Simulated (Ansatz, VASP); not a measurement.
# Cross-check of LiBe between VASP and Ansatz, part 2 of 2

Aim: how closely do two programs agree when they are given the same cell, functional and k mesh? The cell is taken from a series of runs on this material, whose earlier steps may have relaxed, scaled, displaced or heated it; both programs get it as it stands.

VASP 6.6.1 and Ansatz 0.2.0.

So far: Set-up; Ansatz: zone-centre phonons, PBEsol.

**3. VASP: zone-centre phonons, PBEsol**

Level of this step: PBEsol; plane waves and PAW (Li_sv, Be) (VASP).

The same cell, functional, mesh and smearing now go to VASP, with its own data sets.

Lines of VASP's logs that name or quote its potential files are left out, and so is its time.

INCAR

```
SYSTEM = LiBe
PREC = Accurate
ENCUT = 750
EDIFF = 1E-08
NELM = 120
ISMEAR = 1
SIGMA = 0.2
LREAL = .FALSE.
ALGO = Normal
GGA = PS
NBANDS = 8
LORBIT = 11
LWAVE = .FALSE.
LCHARG = .FALSE.
ISIF = 2
IBRION = 8
LASPH = .TRUE.
GGA_COMPAT = .FALSE.
KPAR = 2
```

POSCAR

```
LiBe
1.0
    2.8019923598      0.0000000000      0.0000000000
    0.0000000000      2.8019923598      0.0000000000
    0.0000000000      0.0000000000      2.8019923598
Li Be
1 1
Direct
    0.0000000000      0.0000000000      0.0000000000
    0.5000000000      0.5000000000      0.5000000000
```

KPOINTS

```
Automatic mesh
0
Gamma
16 16 16
0 0 0
```

The projector-augmented-wave data sets are Li_sv and Be (PBE family, release 64).

Launch:

```
> mpirun -np 2 vasp_std
```

Numbers of over 12 decimals in the logs are rounded to 6 here.

Log:

```text
[banner, memory and clock lines left out]
running    2 mpi-ranks, on    1 nodes
 distrk:  each k-point on    1 cores,    2 groups
 distr:  one band on    1 cores,    1 groups

 POSCAR found type information on POSCAR LiBe
 POSCAR found :  2 types and       2 ions
|                                                                             |
|               ----> ADVICE to this user running VASP <----                  |
|                                                                             |
|     You enforced a specific xc type in the INCAR file but a different       |
|     [... a line on the potential file left out ...]
|     I HOPE YOU KNOW WHAT YOU ARE DOING!                                     |
|                                                                             |

 LDA part: xc-table for (Slater+PW92), standard interpolation
 POSCAR, INCAR and KPOINTS ok, starting setup
 FFT: planning ... GRIDC
 FFT: planning ... GRID_SOFT
 FFT: planning ... GRID
 WAVECAR not read
 entering main loop
       N       E                     dE             d eps       ncg     rms          rms(c)
DAV:   1     0.141781092199E+01    0.14178E+01   -0.19659E+03  2648   0.638E+02
DAV:   2    -0.509879364452E+01   -0.65166E+01   -0.60718E+01  3936   0.736E+01
DAV:   3    -0.522428830131E+01   -0.12549E+00   -0.12555E+00  3312   0.903E+00
DAV:   4    -0.522785046101E+01   -0.35622E-02   -0.35625E-02  4152   0.134E+00
DAV:   5    -0.522790619817E+01   -0.55737E-04   -0.55749E-04  3360   0.589E-02    0.634E-01
DAV:   6    -0.522786907213E+01    0.37126E-04   -0.25489E-03  3256   0.390E-01    0.387E-01
DAV:   7    -0.522973711646E+01   -0.18680E-02   -0.88703E-03  2816   0.759E-01    0.599E-02
DAV:   8    -0.522977791352E+01   -0.40797E-04   -0.28608E-04  3936   0.168E-01    0.839E-03
DAV:   9    -0.522977981782E+01   -0.19043E-05   -0.15194E-05  3672   0.437E-02    0.223E-03
DAV:  10    -0.522978026954E+01   -0.45172E-06   -0.16826E-06  3976   0.120E-02    0.200E-03
DAV:  11    -0.522978023453E+01    0.35004E-07   -0.10782E-07  3456   0.291E-03    0.321E-04
DAV:  12    -0.522978022239E+01    0.12145E-07   -0.11166E-08  3320   0.101E-03    0.288E-05
DAV:  13    -0.522978021969E+01    0.26976E-08   -0.11826E-09  2160   0.358E-04
   1 F= -.52297802E+01 E0= -.52305522E+01  d E =0.231600E-02
 Linear response reoptimize wavefunctions to high precision
DAV:   1    -0.522978021950E+01    0.18997E-09   -0.35412E-10  3144   0.116E-04
DAV:   2    -0.522978021950E+01   -0.25864E-11   -0.25963E-11  1896   0.307E-05
 Linear response DOF=           2
 Linear response progress:
  Degree of freedom:   1/  2
       N       E                     dE             d eps       ncg     rms          rms(c)
RMM:   1    -0.167606346349E+00   -0.16761E+00    0.98758E+00  8299   0.298E+01
RMM:   2    -0.181905856359E+00   -0.14300E-01   -0.23415E-02 11211   0.148E+00    0.323E-02
RMM:   3    -0.182177727006E+00   -0.27187E-03   -0.23885E-03 13635   0.360E-01    0.181E-02
RMM:   4    -0.182307416747E+00   -0.12969E-03   -0.35595E-04 14247   0.145E-01    0.644E-03
RMM:   5    -0.182352884122E+00   -0.45467E-04   -0.30517E-05 14214   0.298E-02    0.324E-03
RMM:   6    -0.182389204658E+00   -0.36321E-04   -0.19603E-05 13592   0.132E-02    0.927E-04
RMM:   7    -0.182408149656E+00   -0.18945E-04   -0.38748E-05 14746   0.455E-03    0.186E-04
RMM:   8    -0.182411552424E+00   -0.34028E-05   -0.36567E-05 14601   0.229E-03    0.499E-05
RMM:   9    -0.182411724249E+00   -0.17183E-06   -0.34007E-05 15479   0.160E-03    0.448E-05
RMM:  10    -0.182413041144E+00   -0.13169E-05   -0.31566E-05 13900   0.136E-03    0.489E-06
RMM:  11    -0.182412918675E+00    0.12247E-06   -0.29213E-05 15534   0.121E-03    0.855E-06
RMM:  12    -0.182413015218E+00   -0.96543E-07   -0.26275E-05 15463   0.111E-03    0.120E-05
RMM:  13    -0.182413085807E+00   -0.70589E-07   -0.29773E-05 14609   0.103E-03    0.178E-05
RMM:  14    -0.182413154689E+00   -0.68882E-07   -0.25307E-05 13048   0.913E-04    0.246E-05
RMM:  15    -0.182413177900E+00   -0.23211E-07   -0.21904E-05 12669   0.787E-04    0.337E-05
RMM:  16    -0.182413215056E+00   -0.37156E-07   -0.17138E-05 11466   0.643E-04    0.415E-05
RMM:  17    -0.182413236136E+00   -0.21080E-07   -0.13082E-05 11127   0.495E-04    0.485E-05
RMM:  18    -0.182413190005E+00    0.46131E-07   -0.83015E-06 11708   0.360E-04    0.541E-05
RMM:  19    -0.182413167931E+00    0.22074E-07   -0.62799E-06 11954   0.260E-04    0.586E-05
RMM:  20    -0.182413151023E+00    0.16908E-07   -0.32677E-06 11509   0.170E-04    0.618E-05
RMM:  21    -0.182413143989E+00    0.70343E-08   -0.19473E-06  8262   0.103E-04    0.637E-05
 first order change of Fermi-energy   0.20308E-03
 force on displaced ion       1 direction 1 :  -4.554  -0.000   0.000
 Linear response progress:
  Degree of freedom:   2/  2
       N       E                     dE             d eps       ncg     rms          rms(c)
RMM:   1    -0.609173006949E-02   -0.60917E-02    0.75410E-04 13032   0.602E-01
RMM:   2    -0.624394761025E-02   -0.15222E-03   -0.33641E-04 13631   0.832E-02    0.273E-02
RMM:   3    -0.629702898326E-02   -0.53081E-04   -0.37510E-05 14407   0.322E-02    0.152E-02
RMM:   4    -0.637286207474E-02   -0.75833E-04   -0.88436E-06 13596   0.236E-02    0.176E-03
RMM:   5    -0.637287566747E-02   -0.13593E-07   -0.95433E-07 14710   0.774E-03    0.453E-04
RMM:   6    -0.637189915076E-02    0.97652E-06   -0.92252E-08 14452   0.229E-03    0.992E-05
RMM:   7    -0.637164845774E-02    0.25069E-06   -0.12988E-08 15083   0.868E-04    0.257E-05
RMM:   8    -0.637174659352E-02   -0.98136E-07   -0.12893E-08 15158   0.129E-04    0.156E-05
RMM:   9    -0.637175642387E-02   -0.98304E-08   -0.10862E-08 14925   0.555E-05    0.351E-06
 first order change of Fermi-energy  -0.86589E-04
 force on displaced ion       2 direction 1 :  -4.540  -0.000  -0.000
 Linear response finished
```

OUTCAR, selected parts (step 3):

```text
ion  position               nearest neighbor table
   1  0.000  0.000  0.000-   2 2.43   2 2.43   2 2.43   2 2.43   2 2.43   2 2.43   2 2.43   2 2.43

  LATTYP: Found a simple cubic cell.
 ALAT       =     2.8019923598

 Subroutine GETGRP returns: Found 48 space group operations
 (whereof 48 operations were pure point group operations)

The static configuration has the point symmetry O_h .

 Found    165 irreducible k-points:

   k-points           NKPTS =    165   k-points in BZ     NKDIM =    165   number of bands    NBANDS=      8

   dimension x,y,z NGX =    28 NGY =   28 NGZ =   28
   dimension x,y,z NGXF=    56 NGYF=   56 NGZF=   56

   ENCUT  =  750.0 eV  55.12 Ry    7.42 a.u.   6.26  6.26  6.26*2*pi/ulx,y,z

   NELECT =       5.0000    total number of electrons

 k-points in reciprocal lattice and weights: Automatic mesh
   0.00000000  0.00000000  0.00000000       0.000
   0.06250000  0.00000000  0.00000000       0.001
   0.12500000  0.00000000  0.00000000       0.001
   0.18750000  0.00000000  0.00000000       0.001
   0.25000000  0.00000000  0.00000000       0.001
   0.31250000  0.00000000  0.00000000       0.001
   0.37500000  0.00000000  0.00000000       0.001
   0.43750000  0.00000000  0.00000000       0.001
   0.50000000  0.00000000  0.00000000       0.001
[...]
0.50000000  0.50000000  0.43750000       0.001
   0.50000000  0.50000000  0.50000000       0.000

 average (electrostatic) potential at core
       1 -60.3459       2 -36.7890

  Total        0.0006770      0.0006770      0.0006770      0.0000000      0.0000000     -0.0000000
  in kB        0.0493082      0.0493082      0.0493082      0.0000000      0.0000000     -0.0000000
  external PRESSURE =       0.0493082 kB  Pullay stress =       0.0000000 kB

  energy-cutoff  :      750.00
  volume of cell :       22.00
      direct lattice vectors                 reciprocal lattice vectors
     2.801992360  0.000000000  0.000000000     0.356888910  0.000000000  0.000000000
     0.000000000  2.801992360  0.000000000     0.000000000  0.356888910  0.000000000
     0.000000000  0.000000000  2.801992360     0.000000000  0.000000000  0.356888910

 POSITION                                       TOTAL-FORCE (eV/Angst)
 -----------------------------------------------------------------------------------
      0.00000      0.00000      0.00000         0.000000      0.000000      0.000000
      1.40100      1.40100      1.40100         0.000000      0.000000      0.000000
 -----------------------------------------------------------------------------------
    total drift:                               -0.000000     -0.000000     -0.000000

 Eigenvectors and eigenvalues of the dynamical matrix
 ----------------------------------------------------

   1 f  =   16.789842 THz   105.493690 2PiTHz  560.048855 cm-1    69.437177 meV
             X         Y         Z           dx          dy          dz
      0.000000  0.000000  0.000000     0.000000    0.750497   -0.000000
      1.400996  1.400996  1.400996     0.000000   -0.660874    0.000000

   2 f  =   16.789842 THz   105.493690 2PiTHz  560.048855 cm-1    69.437177 meV
             X         Y         Z           dx          dy          dz
      0.000000  0.000000  0.000000     0.750497    0.000000   -0.000000
      1.400996  1.400996  1.400996    -0.660874    0.000000    0.000000

   3 f  =   16.789842 THz   105.493690 2PiTHz  560.048855 cm-1    69.437177 meV
             X         Y         Z           dx          dy          dz
      0.000000  0.000000  0.000000     0.000000    0.000000    0.750497
      1.400996  1.400996  1.400996     0.000000    0.000000   -0.660874

   4 f/i=    0.012551 THz     0.078863 2PiTHz    0.418670 cm-1     0.051908 meV
             X         Y         Z           dx          dy          dz
      0.000000  0.000000  0.000000    -0.175281   -0.608228   -0.189973
      1.400996  1.400996  1.400996    -0.199051   -0.690711   -0.215736

   5 f/i=    0.012551 THz     0.078863 2PiTHz    0.418670 cm-1     0.051908 meV
             X         Y         Z           dx          dy          dz
      0.000000  0.000000  0.000000    -0.049388   -0.183469    0.632973
      1.400996  1.400996  1.400996    -0.056085   -0.208350    0.718812

   6 f/i=    0.012551 THz     0.078863 2PiTHz    0.418670 cm-1     0.051908 meV
             X         Y         Z           dx          dy          dz
      0.000000  0.000000  0.000000    -0.635289    0.182078    0.003207
      1.400996  1.400996  1.400996    -0.721442    0.206770    0.003642

 ELASTIC MODULI CONTR FROM IONIC RELAXATION (kBar)
 Direction    XX          YY          ZZ          XY          YZ          ZX
 --------------------------------------------------------------------------------
 XX           0.0000      0.0000      0.0000      0.0000      0.0000      0.0000
 YY           0.0000      0.0000      0.0000      0.0000      0.0000      0.0000
 ZZ           0.0000      0.0000      0.0000      0.0000      0.0000      0.0000
 XY           0.0000      0.0000      0.0000      0.0000      0.0000      0.0000
 YZ           0.0000      0.0000      0.0000      0.0000      0.0000      0.0000
 ZX           0.0000      0.0000      0.0000      0.0000      0.0000      0.0000
 --------------------------------------------------------------------------------
```

**4. Side by side**

Known differences besides the potentials themselves: VASP's run holds the zone centre alone; the cutoff is 420 eV in Ansatz and 750 eV in VASP; Ansatz makes its cores anew for this functional, VASP keeps those of its PBE data sets. Total energies have different zeros and are not compared.

The two programs side by side:

```csv
quantity,Ansatz,VASP,difference
optical mode 1 to 3 (cm⁻¹),560.3,560.0,+0.05 %
```

Modes are paired by rising frequency, not by their patterns, so a pair may set unlike modes beside each other; they are those without the splitting of longitudinal modes.

**5. Results**

```
r.m.s. difference of the optical zone-centre modes, each program's sorted by frequency (zone-centre phonons, PBEsol) : 0.27 cm⁻¹
```

The r.m.s. difference of the optical zone-centre modes, each program's sorted by frequency is 0.27 cm⁻¹ (zone-centre phonons, PBEsol). Such differences can come from data sets, numerical settings and the points named under the comparisons, not from the functional's error against experiment.

[Lines on the potential files, build, host, timing and source positions are cut from VASP's logs without a mark.]

[Logs are printed without paths, hosts, clocks, repeated set-up lines and the standing remarks that a program may print on its own settings, such as how far it seeks lower states.]

[Hosts, paths, dates, database ids (printed as entryN), source tags and the programs' standing remarks are cut or masked in the printed files.]
